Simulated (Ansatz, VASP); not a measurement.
## Two plane-wave programs on ZnPd3

The input INCAR:

```
  ALGO = Normal
  EDIFF = 1E-6
  ENCUT = 520
  ISIF = 2
  ISMEAR = -1
  LASPH = T
  LCHARG = F
  LREAL = F
  LWAVE = F
  NBANDS = 29
  NELM = 100
  PREC = Accurate
  SIGMA = 0.1
```

Contents of KPOINTS:

```
k-points
0
Gamma
  6 6 6
```

The input POSCAR:

```
ZnPd3
1.0
    3.8769000000      0.0000000000      0.0000000000
    0.0000000000      3.8769000000      0.0000000000
    0.0000000000      0.0000000000      3.8769000000
Zn Pd
1 3
Direct
    0.0000000000      0.0000000000      0.0000000000
    0.0000000000      0.5000000000      0.5000000000
    0.5000000000      0.0000000000      0.5000000000
    0.5000000000      0.5000000000      0.0000000000
```

Input for Ansatz:

```yaml
crystal:
  lattice:
    - [3.8769, 0.0, 0.0]
    - [0.0, 3.8769, 0.0]
    - [0.0, 0.0, 3.8769]
  atoms:
    - { symbol: Zn, position: [0.0, 0.0, 0.0] }
    - { symbol: Pd, position: [0.0, 0.5, 0.5] }
    - { symbol: Pd, position: [0.5, 0.0, 0.5] }
    - { symbol: Pd, position: [0.5, 0.5, 0.0] }
basis:
  ecutwfc: 475.0
kpoints:
  mp_grid:
    grid: [6, 6, 6]
hamiltonian:
  xc: lda
scf:
  occupations:
    method: fermi_dirac
    width: 0.1
output:
  stress: true
```

The cell comes from a database or a generator and needn't be the stable form of this composition.

Alike in both runs: task single point; functional LDA; k mesh 6 × 6 × 6; occupations fermi-dirac, width 0.1 eV; no spin polarisation.

|  | VASP | Ansatz |
| --- | --- | --- |
| version | VASP 6.6.1 | Ansatz 0.2.0 |
| potentials or method | VASP PAW LDA potentials, release 64 (Zn, Pd) | plane waves, PAW |
| plane-wave cutoff (eV) | 520 | 475 |
| valence electrons in the cell | 42 | 66 |

Ansatz gave:

```
pressure (GPa) : -9.5
```

Problem. Estimate VASP's values.

Solution. Pressure (GPa): -9.0.

The two sets of potentials don't hold the same shells in valence.
